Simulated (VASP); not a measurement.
```yaml
crystal:
  lattice:
    - [1.51885, -2.60145, 0.00000]
    - [1.51885, 2.60145, 0.00000]
    - [0.00000, 0.00000, 4.65804]
  atoms:
    - { symbol: Ti, position: [0.33333, 0.66667, 0.25000] }
    - { symbol: Ti, position: [0.68180, 0.34847, 0.75000] }
```

Method: PBE GGA, VASP's PBE PAW potentials (set 64) (plane waves; VASP). Run with 550 eV cut-off, 12×12×7 Γ-centred mesh, first-order Methfessel-Paxton smearing of 0.10 eV, potentials Ti_sv.

Give the force on each atom (eV/Å).

```
atom      Fx      Fy     Fz
----  ------  ------  -----
Ti1    0.073   0.030  0.000
Ti2   -0.073  -0.030  0.000
```

Give the stress tensor in GPa (positive for a compressed cell).

```
-7.29  -0.53   0.00
-0.53  -6.07   0.00
 0.00   0.00  -4.09
```
The pressure is its mean diagonal, -5.82 GPa.

The compound is Ti in the hcp structure. The cell was not relaxed at this level, atoms are displaced from their ideal sites. The run is one of a series of settings (ENCUT = 550 against the base run), some of them coarse on purpose.
